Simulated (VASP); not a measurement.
Given:

```
MgH2
1.0
    4.48517     0.00000     0.00000
    0.00000     4.48517     0.00000
    0.00000     0.00000     2.99600
Mg H
2 4
Direct
  0.00000   0.00000   0.00000
  0.50000   0.50000   0.50000
  0.30430   0.30430   0.00000
  0.80430   0.19570   0.50000
  0.19570   0.80430   0.50000
  0.69570   0.69570   0.00000
```

Calculation: optB88-vdW, VASP's PBE PAW potentials (set 64) (plane waves; VASP). Numerical set-up: 520 eV cut-off, 6×6×8 Γ-centred mesh, tetrahedra with Blöchl corrections, potentials Mg H.

The cores are frozen, which limits the accuracy of field gradients.

Give the principal components of the electric field gradient (V/Å²) and the asymmetry η at each nucleus.

| atom | Vxx | Vyy | Vzz | η |
|---|---|---|---|---|
| Mg1 | -5.3 | -0.1 | 5.4 | 0.98 |
| Mg2 | -5.3 | -0.1 | 5.4 | 0.98 |
| H3 | 4.3 | 1.0 | -5.3 | 0.62 |
| H4 | 4.3 | 1.0 | -5.3 | 0.62 |
| H5 | 4.3 | 1.0 | -5.3 | 0.62 |
| H6 | 4.3 | 1.0 | -5.3 | 0.62 |

The compound is MgH2 in the rutile structure. It was relaxed first.
